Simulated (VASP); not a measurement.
```
CELL_PARAMETERS angstrom
      4.40456     0.00000     0.00000
      0.00000     4.40456     0.00000
      0.00000     0.00000     4.40456
ATOMIC_POSITIONS crystal
  Fe 0.86274 0.63726 0.36274
  Fe 0.36274 0.86274 0.63726
  Fe 0.13726 0.13726 0.13726
  Fe 0.63726 0.36274 0.86274
  Si 0.15889 0.34111 0.65889
  Si 0.65889 0.15889 0.34111
  Si 0.84111 0.84111 0.84111
  Si 0.34111 0.65889 0.15889
```

The numbers are results of PBEsol GGA, VASP's PBE PAW potentials (set 64) (plane waves; VASP), not measurements. Numerical set-up: 400 eV cut-off, 6×6×6 Γ-centred mesh, tetrahedra with Blöchl corrections, potentials Fe Si.

The cores are frozen, which limits the accuracy of field gradients.

Task: Give the principal components of the electric field gradient (V/Å²) and the asymmetry η at each nucleus.

Result: 
```
atom    Vxx    Vyy    Vzz     η
----  -----  -----  -----  ----
Fe1   -23.2  -23.2   46.3  0.00
Fe2   -23.2  -23.2   46.3  0.00
Fe3   -23.2  -23.2   46.3  0.00
Fe4   -23.2  -23.2   46.3  0.00
Si5    16.3   16.3  -32.6  0.00
Si6    16.3   16.3  -32.6  0.00
Si7    16.3   16.3  -32.6  0.00
Si8    16.3   16.3  -32.6  0.00
```

The compound is FeSi in the B20 structure. It was relaxed first, which changed the volume by -6 %. The run is not spin-polarised, so no magnetic state was tried.
